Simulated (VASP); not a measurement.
All values below come from PBEsol GGA, VASP's PBE PAW potentials (set 64) (plane waves; VASP).

Input for VASP

INCAR:
```
SYSTEM=Te3As2
PREC=Accurate; ENCUT=400; LREAL=.FALSE.
LASPH=.TRUE.
EDIFF=1E-7; NELM=100; ALGO=Normal
LMAXMIX=4
ISMEAR=-5
GGA=PS
ISIF=2
LWAVE=.FALSE.; LCHARG=.TRUE.; LORBIT=11
NEDOS=601
LEFG=.TRUE.
```

**POSCAR**
```
Te3As2
9.5983710
  0.2104512884   0.1215040724   0.9999999730
 -0.2104512884   0.1215040724   0.9999999730
  0.0000000000  -0.2430081449   0.9999999730
As Te
2 3
Cart
  0.0000000000   0.0000000000   1.1890039092
 -0.0000000000  -0.0000000000   1.8109960099
  0.0000000000   0.0000000000   0.0000000000
 -0.0000000000   0.0000000000   0.6441347235
 -0.0000000000  -0.0000000000   2.3558651956
```

KPOINTS:
```
K-points
0
gamma
  7 7 7
0 0 0
```

POTCAR, in this order: As Te (PBE.64 set). Program: vasp_std.

### Question
Estimate the energy per atom (σ→0).

### Answer

| Property | Value |
|---|---|
| energy per atom (σ→0) | -4.177 eV/atom |

File OSZICAR:
```
...
DAV:   8    -0.208825704757E+02    0.15121E-02   -0.79487E-03  1816   0.499E-01    0.222E-01
DAV:   9    -0.208825279767E+02    0.42499E-04   -0.24155E-03  1806   0.214E-01    0.126E-01
DAV:  10    -0.208825304285E+02   -0.24517E-05   -0.21753E-04  1906   0.858E-02    0.930E-02
DAV:  11    -0.208825322980E+02   -0.18696E-05   -0.24914E-05  1864   0.294E-02    0.358E-02
DAV:  12    -0.208825308548E+02    0.14432E-05   -0.20831E-05  1994   0.216E-02    0.893E-03
DAV:  13    -0.208825308523E+02    0.24520E-08   -0.23849E-06  1962   0.917E-03    0.874E-03
DAV:  14    -0.208825308832E+02   -0.30886E-07   -0.19302E-07  1128   0.242E-03
   1 F= -.20882531E+02 E0= -.20882531E+02  d E =0.000000E+00
```

The structure was generated: Te3As2 was put into the Bi2Te3 type (R-3m), which need not be its known phase. It was relaxed first, which changed the volume by +14 %.
